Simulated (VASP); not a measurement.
VASP ran on this input.

File POSCAR:
```
Ir
1.0
  0.0000000000   1.9156000000   1.9156000000
  1.9156000000   0.0000000000   1.9156000000
  1.9156000000   1.9156000000   0.0000000000
Ir
1
Cartesian
  0.0000000000   0.0000000000   0.0000000000
```

**INCAR**
```
ALGO=Normal
EDIFF=1E-6
EDIFFG=-0.01
ENCUT=400
GGA=PE
IBRION=2
ISIF=3
ISMEAR=1
IVDW=12
LASPH=.TRUE.
LCHARG=.FALSE.
LMAXMIX=6
LREAL=.FALSE.
LWAVE=.FALSE.
NELM=100
NSW=60
PREC=Accurate
SIGMA=0.1
SYSTEM=Ir
```

**KPOINTS**
```
Automatic
0
Gamma
  15 15 15
```

POTCAR, in this order: Ir (PBE.64 set). Program: vasp_std.

Q: Translate this PBE-D3(BJ) calculation to Quantum ESPRESSO's pw.x.

A: One equivalent input (not run):
```
&CONTROL
  calculation = 'vc-relax'
  pseudo_dir = './pseudo'
  outdir = './out'
  tprnfor = .true.
  tstress = .true.
  nstep = 60
  forc_conv_thr = 0.00039
/
&SYSTEM
  ibrav = 0
  nat = 1
  ntyp = 1
  ecutwfc = 68
  occupations = 'smearing'
  smearing = 'methfessel-paxton'
  degauss = 0.00735
  input_dft = 'pbe'
  vdw_corr = 'grimme-d3'
  dftd3_version = 4
  dftd3_threebody = .false.
/
&ELECTRONS
  conv_thr = 7.3e-08
  electron_maxstep = 100
/
&IONS
/
&CELL
/
ATOMIC_SPECIES
  Ir 192.217 Ir.upf
CELL_PARAMETERS angstrom
     0.0000000    1.9156000    1.9156000
     1.9156000    0.0000000    1.9156000
     1.9156000    1.9156000    0.0000000
ATOMIC_POSITIONS crystal
  Ir   0.0000000  0.0000000  0.0000000
K_POINTS automatic
  15 15 15 0 0 0
```
Limits of the translation: the potentials are each code's own (VASP's PAW set, PseudoDojo norm-conserving files in pw.x), so ENCUT and ecutwfc are chosen apart and not converted; conv_thr bounds pw.x's estimated SCF error, while EDIFF bounds the energy change between steps; forc_conv_thr acts on force components and is met together with etot_conv_thr.

The structure comes from a measured Ir entry (Fm-3m) of the Crystallography Open Database, whose conditions weren't checked. This run relaxes it. Symmetry was kept, so distortions that lower it aren't found.
